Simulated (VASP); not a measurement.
Here is a VASP 6.6.1 calculation.

The input INCAR:

```
PREC     = Accurate       # precision mode
ENCUT    = 520            # plane-wave cutoff, eV
EDIFF    = 1E-7           # SCF threshold, eV
ISMEAR   = -1             # smearing method
SIGMA    = 0.05           # smearing width, eV
LREAL    = False          # projectors in reciprocal space
LASPH    = True           # aspherical terms in the spheres
NELM     = 100            # most SCF steps
ALGO     = Normal         # electronic algorithm
ISIF     = 2              # what is computed and relaxed
LWAVE    = False          # write WAVECAR
LCHARG   = False          # write CHGCAR
GGA      = PE             # functional
NBANDS   = 23             # bands
```

The input KPOINTS:

```
Automatic mesh
0
Gamma
  5 5 5
```

POSCAR

```
TeSe4
1.0
    5.1602500000      0.0000000000      0.0000000000
    0.0000000000      5.1602500000      0.0000000000
    0.0000000000      0.0000000000      5.1602500000
Te Se
1 4
Direct
    0.0000000000      0.0000000000      0.0000000000
    0.3094700000      0.3094700000      0.3094700000
    0.6905300000      0.6905300000      0.3094700000
    0.3094700000      0.6905300000      0.6905300000
    0.6905300000      0.3094700000      0.6905300000
```

Potentials or basis: VASP PAW PBE potentials, release 64 (Te, Se).

Command:

```sh
$ cat potpaw_PBE.64/Te/POTCAR potpaw_PBE.64/Se/POTCAR > POTCAR
$ mpirun -np 1 vasp_std > vasp.out
```

What does it give for the largest force?

0.023 eV/Å.

What does it give for the band gap on the k mesh?

None (metal or under the smearing width).

Predict the pressure.

0.0 GPa.

Forces in eV/Å, atoms in the order of the input:
```
Te   0.000  0.000  0.000
Se  -0.013 -0.013 -0.013
Se   0.013  0.013 -0.013
Se  -0.013  0.013  0.013
Se   0.013 -0.013  0.013
```

The run has no spin-orbit coupling, so splittings on Te are missing.
